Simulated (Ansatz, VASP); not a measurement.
# Ge2MoN4 in two plane-wave programs, part 2 of 2

Aim: how closely do two programs agree when they are given the same cell, functional and k mesh? The cell is taken from a series of runs on this material, whose earlier steps may have relaxed, scaled, displaced or heated it; both programs get it as it stands.

VASP 6.6.1 and Ansatz 0.2.0.

So far: The starting structure; VASP: single point, LDA; Ansatz: single point, LDA; Differences.

### 5. VASP: single point, LDA, spin-orbit coupling

Level of this step: LDA, spin-orbit coupling, no spin polarisation; plane waves and PAW (Mo_sv, N, Ge_d) (VASP).

A single point gives forces, pressure and levels at one fixed geometry, so differences don't come from the geometry; what else differs is listed under the comparison.

File INCAR:

```
SYSTEM = Ge2MoN4
PREC = Accurate
ENCUT = 520
EDIFF = 1E-06
NELM = 200
ISMEAR = -1
SIGMA = 0.02
LREAL = .FALSE.
ALGO = Normal
GGA = PW92
LNONCOLLINEAR = .TRUE.
MAGMOM = 0 0 0 0 0 0 0 0 0 0 0 0 0 0 0 0 0 0 0 0 0
NBANDS = 76
GGA_COMPAT = .FALSE.
LASPH = .TRUE.
LSORBIT = .TRUE.
LMAXMIX = 4
LORBIT = 11
LWAVE = .FALSE.
LCHARG = .FALSE.
ISIF = 2
LDIPOL = .TRUE.
IDIPOL = 3
DIPOL = 0.5 0.5 0.5
LVHAR = .TRUE.
EFERMI = MIDGAP
NELMDL = -8
KPAR = 2
```

File POSCAR:

```
Ge2MoN4
1.0
    2.9743497379      0.0000000000      0.0000000000
   -1.4871748689      2.5758624327      0.0000000000
    0.0000000000      0.0000000000     37.7000000000
Mo N Ge
1 4 2
Direct
    0.0000000000      0.0000000000      0.5000000000
    0.3333333333      0.6666666667      0.5317146755
    0.3333333333      0.6666666667      0.4682853245
    0.6666666667      0.3333333333      0.5964224723
    0.6666666667      0.3333333333      0.4035775277
    0.3333333333      0.6666666667      0.5806690192
    0.3333333333      0.6666666667      0.4193309808
```

File KPOINTS:

```
Automatic mesh
0
Gamma
9 9 1
0 0 0
```

PAW data sets: Mo_sv, N and Ge_d (LDA family, release 64).

The run is started by

```sh
$ mpirun -np 2 vasp_ncl
```

Numbers of over 12 decimals in the logs are rounded to 6 here.

The log of the run:

```text
[banner, memory and clock lines left out]
running    2 mpi-ranks, on    1 nodes
[...]
[... a notice as in an earlier step ...]

 LDA part: xc-table for (Slater(with rela. corr.)+PW92), standard interpolation
 POSCAR, INCAR and KPOINTS ok, starting setup
[...]
entering main loop
       N       E                     dE             d eps       ncg     rms          rms(c)
DAV:   1     0.860806703168E+03    0.86081E+03   -0.30322E+04  4200   0.223E+03
DAV:   2     0.713851649937E+02   -0.78942E+03   -0.76460E+03  3616   0.685E+02
DAV:   3    -0.622931047774E+02   -0.13368E+03   -0.13206E+03  3916   0.219E+02
DAV:   4    -0.712732540026E+02   -0.89801E+01   -0.88948E+01  3520   0.713E+01
[...]
DAV:  27    -0.616790077545E+02   -0.18915E-05   -0.50860E-08  1988   0.159E-03    0.194E-04
DAV:  28    -0.616790094962E+02   -0.17417E-05   -0.57275E-08  2032   0.758E-04    0.127E-04
DAV:  29    -0.616790098829E+02   -0.38668E-06   -0.57344E-09  1804   0.584E-04
   1 F= -.61679010E+02 E0= -.61679010E+02  d E =-.318802E-12  mag=    -0.0000    -0.0000     0.0000
```

From OUTCAR (step 5):

```text
  Total        0.4719605      0.4719605      0.3282977      0.0000000     -0.0000000     -0.0000000
  in kB        2.6179431      2.6179431      1.8210522      0.0000000     -0.0000000     -0.0000000
  external PRESSURE =       2.3523128 kB  Pullay stress =       0.0000000 kB

 POSITION                                       TOTAL-FORCE (eV/Angst)
 -----------------------------------------------------------------------------------
      0.00000      0.00000     18.85000        -0.000000      0.000000      0.000000
     -0.00000      1.71724     20.04564         0.000000     -0.000000      0.003079
     -0.00000      1.71724     17.65436         0.000000     -0.000000     -0.003079
      1.48717      0.85862     22.48513         0.000000      0.000000      0.038598
      1.48717      0.85862     15.21487         0.000000      0.000000     -0.038598
     -0.00000      1.71724     21.89122        -0.000000      0.000000      0.021623
     -0.00000      1.71724     15.80878        -0.000000      0.000000     -0.021623
 -----------------------------------------------------------------------------------
    total drift:                                0.000001     -0.000000     -0.000000

  FREE ENERGIE OF THE ION-ELECTRON SYSTEM (eV)
  ---------------------------------------------------
  free  energy   TOTEN  =       -61.6790098829 eV

  energy  without entropy=      -61.6790098829  energy(sigma->0) =      -61.67900988

 magnetization (x)
# of ion       s       p       d       tot
------------------------------------------
    1        0.000   0.000   0.000   0.000
    2       -0.000  -0.000   0.000  -0.000
    3        0.000   0.000   0.000   0.000
    4        0.000   0.000   0.000   0.000
    5       -0.000  -0.000   0.000  -0.000
    6       -0.000   0.000  -0.000   0.000
    7        0.000  -0.000   0.000  -0.000
--------------------------------------------------
tot         -0.000  -0.000  -0.000  -0.000

 magnetization (y)
# of ion       s       p       d       tot
------------------------------------------
    1       -0.000   0.000   0.000   0.000
    2        0.000   0.000   0.000   0.000
    3       -0.000   0.000   0.000  -0.000
    4        0.000   0.000   0.000   0.000
    5        0.000   0.000   0.000   0.000
    6       -0.000   0.000   0.000  -0.000
    7        0.000   0.000   0.000   0.000
--------------------------------------------------
tot         -0.000   0.000   0.000   0.000

 magnetization (z)
# of ion       s       p       d       tot
------------------------------------------
    1        0.000   0.000   0.000   0.000
    2       -0.000   0.000   0.000   0.000
    3       -0.000  -0.000   0.000  -0.000
    4       -0.000  -0.000   0.000  -0.000
    5        0.000  -0.000   0.000  -0.000
    6       -0.000   0.000   0.000   0.000
    7       -0.000   0.000   0.000   0.000
--------------------------------------------------
tot         -0.000  -0.000   0.000  -0.000

[... 1 part as in an earlier step ...]

[... 2 further parts left out ...]
[key lines of the parts left out:]
E-fermi :  -1.5679
```

### 6. Ansatz: single point, LDA, spin-orbit coupling

The same cell, functional (in two slightly different forms), mesh and smearing now go to Ansatz, which takes its cutoff from its data sets.

The cell is taken from a series of runs on this material, whose earlier steps may have relaxed, scaled, displaced or heated it; both programs get it as it stands.

File input.yaml:

```yaml
crystal:
  lattice:
    - [2.9743497379, 0.0, 0.0]
    - [-1.4871748689, 2.5758624327, 0.0]
    - [0.0, 0.0, 37.7]
  atoms:
    - { symbol: Mo, position: [0.0, 0.0, 0.5] }
    - { symbol: "N", position: [0.3333333333, 0.6666666667, 0.5317146755] }
    - { symbol: "N", position: [0.3333333333, 0.6666666667, 0.4682853245] }
    - { symbol: Ge, position: [0.3333333333, 0.6666666667, 0.5806690192] }
    - { symbol: Ge, position: [0.3333333333, 0.6666666667, 0.4193309808] }
    - { symbol: "N", position: [0.6666666667, 0.3333333333, 0.5964224723] }
    - { symbol: "N", position: [0.6666666667, 0.3333333333, 0.4035775277] }
  periodic: [true, true, false]
kpoints:
  mp_grid: { grid: [9, 9, 1] }
  band_path:
    path:
      - [0, 0, 0]
      - [0.5, 0, 0]
      - [0.3333333333333, 0.3333333333333, 0]
      - [0, 0, 0]
    npoints: 10
hamiltonian:
  xc: lda
  pseudopotentials: { kind: paw_fr, azcp: { folder: soft_1 }, xc_functional: pbe }
scf:
  occupations: { method: fermi_dirac, width: 0.02 }
  n_extra_bands: 12
magnetization:
  noncollinear: true
  spin_orbit: true
output:
  eigenvalues: true
```

The run is started by

```sh
$ ansatz run input.yaml --threads 4 --pin off --max-ram 17510MiB --backend cpu --events-out ev --progress --plain --runs-dir out
```

The log of the run:

```text
[...]
non-collinear run that drives no moment, with spin-orbit: no starting moment large enough to seed its density (crystal.atoms[].spin), no starting occupations that ask for one, no magnetisation constraint and no magnetic field, so the semilocal B_xc is pinned to zero
Crystal: 7 atoms, lattice volume = 288.839 Å³
Basis set: ecut = 420 eV, 5513 PW (Γ)
[...]
k-point 0: bands = [... 58 lower, -7.7118, -7.7118, -5.7121, -5.7121, -3.3918, -3.3918, -3.3227, -3.3227, ... 8 higher]
  k-point 1: bands = [... 58 lower, -7.5375, -7.5375, -5.8227, -5.8227, -3.6134, -3.6134, -3.2847, -3.2847, ... 8 higher]
  k-point 2: bands = [... 58 lower, -7.7112, -7.7112, -6.5954, -6.5954, -3.4159, -3.4159, -3.1210, -3.1210, ... 8 higher]
  k-point 11: bands = [... 58 lower, -8.1546, -8.1473, -6.4941, -6.3544, -4.6898, -4.6869, -2.4046, -2.2405, ... 8 higher]
[key lines of the parts left out:]
SCF converged after 11 iterations
Magnetization: |M| = 0.0000 μB,  M = (+0.0000, +0.0000, +0.0000) μB
Free energy (F): -14773.716601 eV
Fermi energy:    -5.206949 eV
```

### 7. Side by side

What differs besides the data sets and the points named for the pairs above, as far as they apply: spin-orbit coupling enters by fully relativistic files in Ansatz and inside the spheres in VASP. Total energies have different zeros and are not compared.

The two programs side by side:

```csv
quantity,Ansatz,VASP,difference
gap on the k mesh (eV),1.022,1.020,+0.002
```

A gap on the mesh is an upper bound, since the band edges may lie between its points. With vacuum in the cell, a pressure given here is an average over mostly empty space and none of the material.

### 8. Outcome

| Quantity | Value |
| --- | --- |
| difference in gap on the k mesh (single point, LDA) | 0.0014 eV |
| difference in gap on the k mesh (single point, LDA, spin-orbit coupling) | 0.0022 eV |

**Reading.** The difference in gap on the k mesh is 0.0022 eV (single point, LDA, spin-orbit coupling), within the 0.08 eV picked in this series as the mark of a large difference. How closely two codes agree says nothing of how well the functional describes the real material.

[Lines on the potential files, build, host, timing and source positions are cut from VASP's logs without a mark.]

[Logs are printed without paths, hosts, clocks, repeated set-up lines and the standing remarks that a program may print on its own settings, such as how far it seeks lower states.]

[Hosts, paths, dates, database ids (printed as entryN), source tags and the programs' standing remarks are cut or masked in the printed files.]
